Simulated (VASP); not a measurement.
Be2ZnO3:

```
Be Zn O
1.0
     2.28700   -3.72390    0.00000
     2.28700    3.72390    0.00000
     0.00000    0.00000    3.43301
Be Zn O
2 1 3
Cartesian
  1.1435 1.8619 1.7165
  1.1435 -1.8619 1.7165
  2.2870 0.0000 0.0000
  2.2870 2.5631 0.0000
  2.2870 -2.5631 0.0000
  0.0000 0.0000 1.7165
```

The cell was built by a generator and needn't be a form met in nature.

| Quantity | Value |
| --- | --- |
| Program | VASP 6.6.1 |
| Task | relaxation of cell and atoms |
| Functional | PBE |
| Potentials or basis | VASP PAW PBE potentials, release 64 (Be, Zn, O) |
| Cutoff | 520 eV |
| k mesh | 4 × 4 × 4 |
| Occupations | gaussian, width 0.15 eV |
| Spin | no spin polarisation |

At the start: pressure -9.5 GPa; volume 9.75 Å³/atom.

Problem. Where does the relaxation end?

Solution. Over 23 steps the energy falls by 1449.9 meV/atom and the volume is 8.58 Å³/atom (-12.0 %); space group Cmmm (No. 65, to 0.05 Å).

Step by step:
| step | energy change (eV) | largest force (eV/Å) | pressure (GPa) | volume (Å³) |
| --- | --- | --- | --- | --- |
| 1 | 0.0000 | 3.9100 | -9.47 | 58.47 |
| 2 | -1.6588 | 3.8032 | -4.42 | 53.73 |
| 3 | -1.3814 | 5.3567 | 81.83 | 41.05 |
| 4 | -2.4828 | 3.3236 | 5.81 | 49.88 |
| 5 | -3.1825 | 2.2400 | 29.59 | 45.32 |
| 6 | -3.9721 | 1.1054 | 30.45 | 45.76 |
| 7 | -4.3299 | 2.5368 | 36.68 | 46.25 |
| 8 | -5.1504 | 3.5499 | 26.77 | 48.41 |
| 9 | -5.7070 | 7.4036 | 13.74 | 53.72 |
| 10 | -7.2663 | 2.2286 | -8.49 | 57.46 |
| 11 | -7.4728 | 1.1494 | -14.85 | 59.01 |
| 12 | -7.4682 | 0.3088 | -21.71 | 62.01 |
| 13 | -7.5216 | 0.5903 | -18.86 | 60.47 |
| 14 | -7.9415 | 0.4380 | -15.36 | 57.94 |
| 15 | -8.5404 | 0.0155 | -4.57 | 52.65 |
| 16 | -7.3432 | 1.9344 | 49.05 | 42.77 |
| 17 | -8.6117 | 0.1852 | 1.40 | 50.96 |
| 18 | -8.6175 | 0.2563 | 3.21 | 50.44 |
| 19 | -8.6475 | 0.2915 | 2.21 | 50.73 |
| 20 | -8.6844 | 0.4374 | -1.45 | 51.58 |
| 21 | -8.6964 | 0.2167 | 0.00 | 51.40 |
| 22 | -8.6976 | 0.1160 | 0.55 | 51.32 |
| 23 | -8.6994 | 0.0444 | -0.46 | 51.47 |

Final structure:
```cif
data_structure
_symmetry_space_group_name_H-M 'P 1'
_symmetry_Int_Tables_number 1
_cell_length_a 5.1746
_cell_length_b 5.1746
_cell_length_c 2.5173
_cell_angle_alpha 90.000
_cell_angle_beta 90.000
_cell_angle_gamma 130.212
_cell_volume 51.47
loop_
_atom_site_label
_atom_site_type_symbol
_atom_site_fract_x
_atom_site_fract_y
_atom_site_fract_z
_atom_site_occupancy
Be1 Be 0.00000 0.50000 0.50000 1
Be2 Be 0.50000 0.00000 0.50000 1
Zn1 Zn 0.50000 0.50000 0.00000 1
O1 O 0.29080 0.70920 0.00000 1
O2 O 0.70920 0.29080 0.00000 1
O3 O 0.00000 0.00000 0.50000 1
```

Caveat: the k mesh is coarse (spacing up to 0.46 Å⁻¹), so the values aren't converged.
